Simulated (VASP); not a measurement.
```xyz
1
Lattice="0.0000 2.0097 2.0097 2.0097 0.0000 2.0097 2.0097 2.0097 0.0000" Properties=species:S:1:pos:R:3 pbc="T T T"
Pd     0.0000     0.0000     0.0000
```

Calculation: RPBE GGA, VASP's PBE PAW potentials (set 64) (plane waves; VASP). Numerical set-up: 520 eV cut-off, 16×16×16 Γ-centred mesh, first-order Methfessel-Paxton smearing of 0.10 eV, potentials Pd.

Question: Give the stress tensor in GPa (positive for a compressed cell).

Answer: 
```
-4.23   0.00   0.00
 0.00  -4.23   0.00
 0.00   0.00  -4.23
```
The pressure is its mean diagonal, -4.23 GPa.

The compound is Pd in the fcc structure. This cell is one point of a volume scan, at 1.03 of the reference volume.
